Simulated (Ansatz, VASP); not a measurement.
# Cross-check of AlBP2 (CuAu-ordered zincblende type (invented)) between VASP and Ansatz

Wanted: the spread between two codes on one cell, functional and k mesh. The cell is generated by rule, not measured, and may not be a known phase. The cell is taken from a series of runs on this material, whose earlier steps may have relaxed, scaled, displaced or heated it; both programs get it as it stands.

Main program and level: Ansatz 0.2.0; plane waves, with VASP 6.6.1 beside it; relaxation of cell and atoms at PBEsol and zone-centre phonons at PBEsol.

### Step 1. The structure

Symmetry: P-4m2, No. 115, tetragonal system. Conventional cell: a = 3.473 Å, b = 3.473 Å, c = 5.209 Å, α = 90.00°, β = 90.00°, γ = 90.00°. B has 4 P at 2.04 Å nearest. Nearest to Al lie 4 P at 2.31 Å. Nearest to P lie 2 B at 2.04 Å and 2 Al at 2.31 Å. Farther neighbours are not listed.

Structure file:

```xyz
4
Lattice="3.4728 0.0000 0.0000 0.0000 3.4728 0.0000 0.0000 0.0000 5.2091" Properties=species:S:1:pos:R:3 pbc="T T T"
B     0.0000    0.0000    0.0000
Al    1.7364    1.7364    2.6046
P     0.0000    1.7364    1.0764
P     1.7364    0.0000    4.1327
```

### Step 2. VASP: relaxation of cell and atoms, PBEsol, pair 1

The relaxed volume is the usual yardstick between codes: in a stiff, nearly cubic crystal its relative difference is about their pressure difference at one cell divided by the bulk modulus.

Lines of VASP's logs that name or quote its potential files are left out, and so is its time.

INCAR reads:

```
SYSTEM = AlBP2
PREC = Accurate
ENCUT = 500
EDIFF = 1E-07
NELM = 120
ISMEAR = 0
SIGMA = 0.02
LREAL = .FALSE.
ALGO = Normal
GGA = PS
NBANDS = 14
LORBIT = 11
LWAVE = .FALSE.
LCHARG = .FALSE.
ISIF = 3
IBRION = 2
NSW = 80
EDIFFG = -0.005
LASPH = .TRUE.
GGA_COMPAT = .FALSE.
NELMIN = 4
EFERMI = MIDGAP
KPAR = 2
```

POSCAR reads:

```
AlBP2
1.0
    3.4728390000      0.0000000000      0.0000000000
    0.0000000000      3.4728390000      0.0000000000
    0.0000000000      0.0000000000      5.2091100000
B Al P
1 1 2
Direct
    0.0000000000      0.0000000000      0.0000000000
    0.4999998560      0.4999998560      0.5000000000
    0.0000000000      0.4999998560      0.2066385621
    0.4999998560      0.0000000000      0.7933614379
```

KPOINTS reads:

```
Automatic mesh
0
Gamma
10 10 8
0 0 0
```

Potentials, in the order of the species: B, Al and P (PBE family, release 64).

The run is started by

```sh
$ mpirun -np 2 vasp_std
```

Numbers of over 12 decimals in the logs are rounded to 6 here.

What it wrote:

```text
[banner, memory and clock lines left out]
running    2 mpi-ranks, on    1 nodes
 distrk:  each k-point on    1 cores,    2 groups
 distr:  one band on    1 cores,    1 groups

 POSCAR found type information on POSCAR B AlP
 POSCAR found :  3 types and       4 ions
|                                                                             |
|               ----> ADVICE to this user running VASP <----                  |
|                                                                             |
|     You enforced a specific xc type in the INCAR file but a different       |
|     [... a line on the potential file left out ...]
|     I HOPE YOU KNOW WHAT YOU ARE DOING!                                     |
|                                                                             |

 LDA part: xc-table for (Slater+PW92), standard interpolation
 POSCAR, INCAR and KPOINTS ok, starting setup
 FFT: planning ... GRIDC
 FFT: planning ... GRID_SOFT
 FFT: planning ... GRID
 WAVECAR not read
 entering main loop
       N       E                     dE             d eps       ncg     rms          rms(c)
DAV:   1     0.329361618091E+02    0.32936E+02   -0.64486E+03  2940   0.955E+02
DAV:   2    -0.215204313764E+02   -0.54457E+02   -0.49582E+02  3988   0.141E+02
DAV:   3    -0.242685174561E+02   -0.27481E+01   -0.27183E+01  3968   0.326E+01
DAV:   4    -0.242998869666E+02   -0.31370E-01   -0.31361E-01  3468   0.419E+00
DAV:   5    -0.243004366236E+02   -0.54966E-03   -0.54963E-03  3972   0.550E-01    0.734E+00
DAV:   6    -0.237804871512E+02    0.51995E+00   -0.38968E-01  3516   0.373E+00    0.442E+00
DAV:   7    -0.236306587024E+02    0.14983E+00   -0.31493E-01  3828   0.315E+00    0.108E+00
DAV:   8    -0.236297124650E+02    0.94624E-03   -0.18801E-02  3592   0.940E-01    0.284E-01
DAV:   9    -0.236296223630E+02    0.90102E-04   -0.16155E-03  3888   0.274E-01    0.144E-01
DAV:  10    -0.236296513265E+02   -0.28964E-04   -0.33443E-04  3504   0.112E-01    0.377E-02
DAV:  11    -0.236296618128E+02   -0.10486E-04   -0.39298E-05  3636   0.437E-02    0.177E-02
DAV:  12    -0.236296675369E+02   -0.57242E-05   -0.10408E-05  3444   0.210E-02    0.284E-03
DAV:  13    -0.236296673036E+02    0.23339E-06   -0.43239E-07  3870   0.442E-03    0.119E-03
DAV:  14    -0.236296672954E+02    0.81600E-08   -0.10409E-07  2172   0.195E-03
   1 F= -.23629667E+02 E0= -.23629667E+02  d E =-.236297E+02
[...]
2 F= -.23629798E+02 E0= -.23629798E+02  d E =-.130637E-03
[...]
3 F= -.23629805E+02 E0= -.23629805E+02  d E =-.138056E-03
 curvature:  -0.65 expect dE=-0.104E-04 dE for cont linesearch -0.194E-08
 trial: gam= 0.07153 g(F)=  0.643E-05 g(S)=  0.956E-05 ort = 0.796E-06 (trialstep = 0.106E+01)
 search vector abs. value=  0.172E-04
 bond charge predicted
       N       E                     dE             d eps       ncg     rms          rms(c)
DAV:   1    -0.236298180240E+02   -0.12596E-04   -0.34633E-04  3210   0.118E-01    0.161E-02
DAV:   2    -0.236298139800E+02    0.40441E-05   -0.24593E-05  3762   0.345E-02    0.110E-02
DAV:   3    -0.236298125324E+02    0.14476E-05   -0.30145E-06  3390   0.974E-03    0.403E-03
DAV:   4    -0.236298125126E+02    0.19788E-07   -0.33091E-07  3492   0.363E-03
   4 F= -.23629813E+02 E0= -.23629813E+02  d E =-.716161E-05
 trial-energy change:   -0.000007  1 .order   -0.000007   -0.000017    0.000002
 step:   0.9316(harm=  0.9316)  dis= 0.00033  next Energy=   -23.629813 (dE=-0.747E-05)
 reached required accuracy - stopping structural energy minimisation
```

From OUTCAR (step 2):

```text
ion  position               nearest neighbor table
   1  0.000  0.000  0.000-   3 2.04   4 2.04   3 2.04   4 2.04
   2  0.500  0.500  0.500-   3 2.31   4 2.31   3 2.31   4 2.31
   3  0.000  0.500  0.207-   1 2.04   1 2.04   2 2.31   2 2.31
   4  0.500  0.000  0.793-   1 2.04   1 2.04   2 2.31   2 2.31

  LATTYP: Found a simple tetragonal cell.
 ALAT       =     3.4728390000
 C/A-ratio  =     1.4999572396

 Subroutine GETGRP returns: Found  8 space group operations
 (whereof  8 operations were pure point group operations)

The static configuration has the point symmetry D_2d.

 Found    105 irreducible k-points:

   k-points           NKPTS =    105   k-points in BZ     NKDIM =    105   number of bands    NBANDS=     14

   dimension x,y,z NGX =    28 NGY =   28 NGZ =   40
   dimension x,y,z NGXF=    56 NGYF=   56 NGZF=   80

   ENCUT  =  500.0 eV  36.75 Ry    6.06 a.u.   6.33  6.33  9.50*2*pi/ulx,y,z

   NELECT =      16.0000    total number of electrons

 k-points in reciprocal lattice and weights: Automatic mesh
   0.00000000  0.00000000  0.00000000       0.001
   0.10000000  0.00000000  0.00000000       0.005
   0.20000000  0.00000000  0.00000000       0.005
   0.30000000  0.00000000  0.00000000       0.005
   0.40000000  0.00000000  0.00000000       0.005
   0.50000000  0.00000000  0.00000000       0.003
   0.10000000  0.10000000  0.00000000       0.005
   0.20000000  0.10000000  0.00000000       0.010
   0.30000000  0.10000000  0.00000000       0.010
[...]
0.50000000  0.40000000  0.50000000       0.005
   0.50000000  0.50000000  0.50000000       0.001

 average (electrostatic) potential at core
       1 -26.9934       2 -73.2909       3 -81.8646       4 -81.8646

 E-fermi :   6.7462

 k-point     1 :       0.0000    0.0000    0.0000
  band No.  band energies     occupation
    ...
      4       2.6408      2.00000
      5       2.6408      2.00000
      6       5.8486      2.00000
      7       6.4873      2.00000
      8       6.4873      2.00000
      9       7.0793      0.00000
     10       7.4435      0.00000
     11       9.8092      0.00000
     12       9.8486      0.00000
     13       9.8486      0.00000
    ...

 k-point     2 :       0.1000    0.0000    0.0000
  band No.  band energies     occupation
    ...
      4       2.0713      2.00000
      5       2.7129      2.00000
      6       5.5105      2.00000
      7       5.8246      2.00000
      8       6.4660      2.00000
      9       7.2972      0.00000
     10       8.0696      0.00000
     11       9.7224      0.00000
     12       9.9368      0.00000
     13      10.3101      0.00000
    ...

 k-point     3 :       0.2000    0.0000    0.0000
  band No.  band energies     occupation
    ...
      4       1.1362      2.00000
      5       2.9185      2.00000
      6       4.2599      2.00000
      7       4.9267      2.00000
      8       6.3827      2.00000
      9       7.5883      0.00000
     10       9.4542      0.00000
     11      10.0272      0.00000
     12      10.1979      0.00000
     13      10.8524      0.00000
    ...

  Total        0.0065465      0.0065465      0.0076098      0.0000000      0.0000000      0.0000000
  in kB        0.1670004      0.1670004      0.1941234      0.0000000      0.0000000      0.0000000
  external PRESSURE =       0.1760414 kB  Pullay stress =       0.0000000 kB

  energy-cutoff  :      500.00
  volume of cell :       62.81
      direct lattice vectors                 reciprocal lattice vectors
     3.469330830  0.000000000  0.000000000     0.288240024  0.000000000  0.000000000
     0.000000000  3.469330830  0.000000000     0.000000000  0.288240024  0.000000000
     0.000000000  0.000000000  5.218117331     0.000000000  0.000000000  0.191639999

 POSITION                                       TOTAL-FORCE (eV/Angst)
 -----------------------------------------------------------------------------------
      0.00000      0.00000      0.00000        -0.000000      0.000000      0.000000
      1.73466      1.73466      2.60906        -0.000000      0.000000      0.000000
      0.00000      1.73466      1.07862        -0.000000      0.000000     -0.001914
      1.73466      0.00000      4.13950         0.000000      0.000000      0.001914
 -----------------------------------------------------------------------------------
    total drift:                                0.000088      0.000088      0.000000

  FREE ENERGIE OF THE ION-ELECTRON SYSTEM (eV)
  ---------------------------------------------------
  free  energy   TOTEN  =       -23.6298125126 eV

  energy  without entropy=      -23.6298125126  energy(sigma->0) =      -23.62981251

 reached required accuracy - stopping structural energy minimisation

 total charge
# of ion       s       p       d       tot
------------------------------------------
    1        0.638   1.089   0.000   1.727
    2        0.406   0.437   0.000   0.843
    3        0.999   1.571   0.000   2.570
    4        0.999   1.571   0.000   2.570
--------------------------------------------------
tot          3.041   4.669   0.000   7.710

[... 3 further parts left out ...]
```

The run keeps the 8 symmetry operations of its start, so it cannot find a distortion of lower symmetry.

### Step 3. Ansatz: relaxation of cell and atoms, PBEsol, pair 1

Ansatz runs on its default PAW (the set named soft_2) files.

The same cell, functional, mesh and smearing now go to Ansatz, which takes its cutoff from its data sets.

input.yaml reads:

```yaml
crystal:
  lattice:
    - [3.4728387325, 0.0, 0.0]
    - [0.0, 3.4728387325, 0.0]
    - [0.0, 0.0, 5.2091097651]
  atoms:
    - { symbol: B, position: [0.0, 0.0, 0.0] }
    - { symbol: Al, position: [0.5, 0.5, 0.5] }
    - { symbol: P, position: [0.0, 0.5, 0.206638613] }
    - { symbol: P, position: [0.5, 0.0, 0.793361387] }
kpoints:
  mp_grid: { grid: [10, 10, 8] }
hamiltonian:
  xc: pbesol
scf:
  occupations: { method: gaussian, width: 0.02 }
output:
  forces: true
  stress: true
  eigenvalues: true
  write_density: true
  write_potential: true
  elf: true
  volumetric_format: npy
relax:
  adjacent_minimum: "off"
  f_tol: 0.005
  max_steps: 80
  cell: { stress_tol: 0.05 }
```

The run is started by

```sh
$ ansatz run input.yaml --threads 2 --pin off --max-ram 5120MiB --backend cpu --events-out ev --progress --plain --runs-dir out
```

What it wrote:

```text
Engine: ansatz 0.2.0, x86_64-unknown-linux-gnu
Pseudopotentials: kind: paw
Pseudopotential: B, paw, valence charge 3, recommended cutoff 420 eV (normal), B.paw.azcp
Pseudopotential: Al, paw, valence charge 3, recommended cutoff 420 eV (normal), Al.paw.azcp
Pseudopotential: P, paw, valence charge 5, recommended cutoff 420 eV (normal), P.paw.azcp
Functional definition: PBEsol
  exchange = pbesol_x
  correlation = pbesol_c
Crystal: 4 atoms, lattice volume = 62.825 Å³
Basis set: ecut = 420 eV, 1237 PW (Γ), exchange–correlation on 48×48×72 points (8 copies of the dense FFT grid, shifted against one another)
Bands: 12, of which v1, the nominal top of the filled ones, is band 8 counted from 1 (7 counted from 0)
Symmetry: 8 space group operations
Space group: P-4m2 (ITA 115), of the structure as read, at distance tolerance 4.0e-5 Å
k-points: 105 of 800 (time reversal used)
Non-local potential: B, projectors of the file, l = 0: 2, l = 1: 2, l = 2: 1
Non-local potential: Al, projectors of the file, l = 0: 2, l = 1: 2, l = 2: 1
Non-local potential: P, projectors of the file, l = 0: 2, l = 1: 2, l = 2: 2
PAW form: soft (Blöchl's): semilocal exchange-correlation on the pseudo side does not see the compensation charge
PAW frozen core: B, regenerated for the run's functional, and the local potential with it (the file was generated under x = pbe(κ = 0.804, μ = 0.219515), c = pbe(β = 0.066725))
PAW frozen core: Al, regenerated for the run's functional, and the local potential with it (the file was generated under x = pbe(κ = 0.804, μ = 0.219515), c = pbe(β = 0.066725))
PAW frozen core: P, regenerated for the run's functional, and the local potential with it (the file was generated under x = pbe(κ = 0.804, μ = 0.219515), c = pbe(β = 0.066725))
PAW one-centre angular grid: B, 110 points (default); XC on 64 Gauss nodes
PAW one-centre angular grid: Al, 110 points (default); XC on 64 Gauss nodes
PAW one-centre angular grid: P, 110 points (default); XC on 64 Gauss nodes
Initial density: superposition of atomic densities (neutral atoms: chi_scale 0, normalization atom), corrected by the library's trained network
Initial wavefunctions: pseudopotential atomic-orbital guess
Functional: x = pbesol(κ = 0.804, μ = 0.123457), c = pbesol(β = 0.046)
SCF iter   1: F=—  HF=-2158.289378 eV  |F-HF|=—  |Δ(HF+E_count)|=         —  Δρ=4.10e-3  dr2=2.67e-2  ethr=1.77e-3  ⟨swp⟩=7.4  Hψ=10083  notcnv=0
preconditioner: auto → none  [insulator: Δε(μ)=0.511 eV  Ē_g=9.127 eV  σ=0.020 eV  W_gap=1.00  n_scr=6 (ndim 8)  ℏωp=18.7 eV  f_vac=0.000  D(μ)=0.00/eV (n_scr^D=0)  ε∞_Penn≈5.2]
SCF iter   2: F=—  HF=-2158.285572 eV  |F-HF|=—  |Δ(HF+E_count)|=   3.81e-3  Δρ=2.18e-3  dr2=1.16e-2  ethr=1.67e-4  ⟨swp⟩=3.6  Hψ=3404  notcnv=0
SCF iter   3: F=—  HF=-2158.282621 eV  |F-HF|=—  |Δ(HF+E_count)|=   2.95e-3  Δρ=8.32e-4  dr2=3.12e-4  ethr=7.27e-5  ⟨swp⟩=2.6  Hψ=2267  notcnv=0
SCF iter   4: F=—  HF=-2158.282624 eV  |F-HF|=—  |Δ(HF+E_count)|=   2.86e-6  Δρ=1.67e-4  dr2=8.75e-6  ethr=1.95e-6  ⟨swp⟩=2.7  Hψ=2149  notcnv=0
SCF iter   5: F=—  HF=-2158.282600 eV  |F-HF|=—  |Δ(HF+E_count)|=   2.46e-5  Δρ=4.25e-5  dr2=1.15e-6  ethr=5.47e-8  ⟨swp⟩=2.5  Hψ=2141  notcnv=0
SCF iter   6: F=-2158.282599 eV  HF=-2158.282599 eV  |F-HF|=8.97e-9  |Δ(HF+E_count)|=   8.76e-8  Δρ=8.16e-6  dr2=2.27e-8  ethr=6.25e-10  ⟨swp⟩=9.6  Hψ=10743  notcnv=0
SCF 1 converged in 6 iterations: F = -2158.282599 eV  dr2 = 2.27e-8
  greatest PAW one-centre occupation: 0.772 electrons in one spin orbital (limit 2), on the P atom at site 3 (counted from 0), in its partial waves of l = 0
relax step   1: F+E_penalty+E_count = -2158.28259946 eV  Δ(F+E_penalty+E_count) = +0.000e0 eV  max|allowed force component| = 1.240e-2 eV/Å  Δτ_max = 0.0000 Å  P = -0.054 GPa  Ω = 62.825 Å³  (6 SCF iters, dr2 threshold 1.00e-7 eV, accepted)
[...]
relax step   2: F+E_penalty+E_count = -2158.28266350 eV  Δ(F+E_penalty+E_count) = -6.404e-5 eV  max|allowed force component| = 2.636e-2 eV/Å  Δτ_max = 0.0014 Å  P = -0.022 GPa  Ω = 62.790 Å³  energy of the carried Pulay correction = +1.453e-5 eV  (4 SCF iters, dr2 threshold 9.22e-8 eV, accepted)
[...]
relax step   3: F+E_penalty+E_count = -2158.28274688 eV  Δ(F+E_penalty+E_count) = -8.338e-5 eV  max|allowed force component| = 4.097e-3 eV/Å  Δτ_max = 0.0009 Å  P = -0.015 GPa  Ω = 62.792 Å³  energy of the carried Pulay correction = +1.370e-5 eV  (4 SCF iters, dr2 threshold 9.74e-8 eV, accepted)
[...]
relax step   4: F+E_penalty+E_count = -2158.28273031 eV  Δ(F+E_penalty+E_count) = +1.656e-5 eV  max|allowed force component| = 4.092e-3 eV/Å  Δτ_max = 0.0000 Å  P = -0.015 GPa  Ω = 62.792 Å³  stress off target by 1.93e-2 GPa  SCF on the basis re-selected at this cell (its energy is not comparable with the rows above)  (5 SCF iters)
basis re-selected at this cell: Δ(F+E_penalty+E_count) = +1.656e-5 eV, ΔP = -0.000 GPa vs the last step (what re-selecting the basis moved, of the pressure what is left beyond the Pulay correction that the steps carried, after the strain that the cell walked since its last selection, with what the two solves' SCF thresholds leave and, on support functions, any second-order correction that the steps lacked; it is no m [...]
SCF converged after 5 iterations
Free energy (F): -2158.282730 eV
Harris-Foulkes:  -2158.282730 eV  (|F-HF|=5.00e-12)
Internal energy: -2158.282730 eV  (E = F + TS)
E sigma→0 (E₀):  -2158.282730 eV
Fermi energy:    7.723547 eV
--- Per-component energies (eV) ---
  E_band       = 23.741978
  E_kinetic    = 212.591949
  E_local      = -168.047465  (includes V_loc(G=0)·N_el)
  E_nonlocal   = 90.598621
  E_hartree    = 49.913227
  E_xc         = -193.968638
  E_vxc        = -189.365301  (∫ρ·V_xc dr)
  E_paw        = -1638.806311  (= ΣΔE_a)
  E_vpaw       = -21.862308  (= ΣTr[D̂ρ^β])
  E_aug_tail   = 0.000001  (compensation charges beyond the density's cutoff)
  E_ewald      = -510.690155
  E_core_change = 0.126042  (= ΣΔE_core)
  E_smearing   = -0.000000  (= −TS)
  E_closure    = 0.000000  (closes the sum)
  Σ components = -2158.282730   (vs F -2158.282730, Δ=0.00e0)
--- Forces (eV/Å), atoms counted from 1 ---
  atom   1  B      0.00000000    -0.00000000     0.00000000
  atom   2  Al     0.00000000    -0.00000000     0.00000000
  atom   3  P     -0.00000000     0.00000000    -0.00409218
  atom   4  P     -0.00000000     0.00000000     0.00409218
  max |Σ_I F_I| component: 3.40e-16 eV/Å
--- Stress (GPa, compression-positive) ---
       -0.019308       0.000000       0.000000
        0.000000      -0.019308       0.000000
        0.000000       0.000000      -0.007734
  P = ⅓ Tr σ = -0.0155 GPa (-0.155 kbar)
--- Band table (eV; the first three rows and the last of 105) ---
  k-point 0: bands = [... 4 lower, 3.6192, 6.8259, 7.4638, 7.4638, 8.0568, 8.4167, 10.7790, 10.8170]
  k-point 1: bands = [... 4 lower, 3.6502, 6.4349, 7.2935, 7.2935, 8.0956, 8.5740, 10.6520, 11.0903]
  k-point 2: bands = [... 4 lower, 3.7310, 5.5538, 6.9350, 6.9350, 8.2201, 8.8618, 10.4801, 11.7500]
  k-point 104: bands = [... 4 lower, 2.5092, 2.5800, 2.8861, 2.8861, 11.2693, 11.2693, 11.4086, 12.6565]
--- Relaxed structure (3 steps of the walk, 3 accepted, 1 SCFs on fresh bases) ---
  F+E_penalty+E_count = -2158.28273031 eV   max|allowed force component| = 4.092e-3 eV/Å   (the final SCF, on the basis selected at the relaxed cell)
  cell:  # Å, volume = 62.7920 Å³
    - [3.469370, 0.0, 0]
    - [0.0, 3.469370, 0.0]
    - [0, 0.0, 5.216783]
  atoms:
    - { symbol: B, position: [0, 0.0, 0] }
    - { symbol: Al, position: [0.500000, 0.500000, 0.500000] }
    - { symbol: P, position: [0, 0.500000, 0.206734] }
    - { symbol: P, position: [0.500000, 0.0, 0.793266] }
```

In the SCF lines HF is the Harris–Foulkes energy and dr2 the Hartree energy of the density residual, in eV; the loop may stop once dr2 is under the threshold and the program's other checks hold. Hψ counts applications of the Hamiltonian.

### Step 4. Differences

Known differences besides the potentials themselves: the cutoff is 420 eV in Ansatz and 500 eV in VASP; Ansatz makes its cores anew for this functional, VASP keeps those of its PBE data sets; Ansatz adds a Pulay correction to the stress that steers its cell, VASP none. Total energies have different zeros and are not compared.

Both answers:

```
                                         quantity  Ansatz   VASP  difference
                                      volume (Å³)   62.79  62.81     -0.02 %
edge a after relaxation, in the typed setting (Å)   3.469  3.469     +0.00 %
edge c after relaxation, in the typed setting (Å)   5.217  5.218     -0.02 %
```

(Continued in part 2 of 2.)

[Lines on the potential files, build, host, timing and source positions are cut from VASP's logs without a mark.]

[Logs are printed without paths, hosts, clocks, repeated set-up lines and the standing remarks that a program may print on its own settings, such as how far it seeks lower states.]

[Hosts, paths, dates, database ids (printed as entryN), source tags and the programs' standing remarks are cut or masked in the printed files.]
